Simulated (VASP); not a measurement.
These are revPBE GGA, VASP's PBE PAW potentials (set 64) (plane waves; VASP 6.6.1) values and carry that method's errors.

The input files of a VASP run:

File POSCAR:
```
CuI
4.1902980
  0.0000000000   0.7071067499   0.7071067499
  0.7071067499   0.0000000000   0.7071067499
  0.7071067499   0.7071067499   0.0000000000
Cu I
1 1
Cart
  0.0000000000   0.0000000000   0.0000000000
  0.3535533750   0.3535533750   0.3535533750
```

KPOINTS:
```
Automatic mesh
0
Gamma
10 10 10
0 0 0
```

### INCAR
```
ISIF = 2
LMAXMIX = 4
LASPH = .TRUE.
PREC = Accurate
GGA = RE
LCHARG = .FALSE.
NELM = 100
SIGMA = 0.01   ! width (eV)
LWAVE = .FALSE.
ISMEAR = -1   ! Fermi-Dirac
SYSTEM = CuI
ENCUT = 300   ! plane-wave cut-off (eV)
ALGO = Normal   ! blocked Davidson
EDIFF = 1E-6   ! SCF stop (eV)
LREAL = .FALSE.   ! projection in real space or not
```

POTCAR, in this order: Cu I (PBE.64 set). Program: vasp_std.

At this cut-off the stress carries a Pulay error, which pulls relaxed volumes low. Unless said otherwise, spin-orbit coupling is left out, though it shifts the bands of the heavy elements here.

### Question
Estimate the energy per atom (σ→0), pressure, band gap (on the k-mesh).

### Answer

```json
{
 "energy per atom (σ→0)": "-2.428 eV/atom",
 "band gap (on the k-mesh)": "1.43 eV",
 "pressure": "4.68 GPa"
}
```

### OSZICAR
```
...
DAV:   9    -0.485584558260E+01    0.28305E-02   -0.17097E-02  1492   0.402E+00    0.997E-02
DAV:  10    -0.485620576817E+01   -0.36019E-03   -0.10551E-03  1673   0.414E-01    0.436E-02
DAV:  11    -0.485629472766E+01   -0.88959E-04   -0.34889E-04  1513   0.470E-01    0.284E-02
DAV:  12    -0.485629314953E+01    0.15781E-05   -0.21851E-05  1887   0.109E-01    0.221E-02
DAV:  13    -0.485629272219E+01    0.42734E-06   -0.10124E-05  1737   0.867E-02    0.724E-03
DAV:  14    -0.485629399744E+01   -0.12752E-05   -0.29682E-06  1361   0.327E-02    0.402E-03
DAV:  15    -0.485629401240E+01   -0.14961E-07   -0.25932E-07   686   0.839E-03
   1 F= -.48562940E+01 E0= -.48562940E+01  d E =-.390612E-12
```

The structure is a typed CuI crystal. The cell was not relaxed at this level.
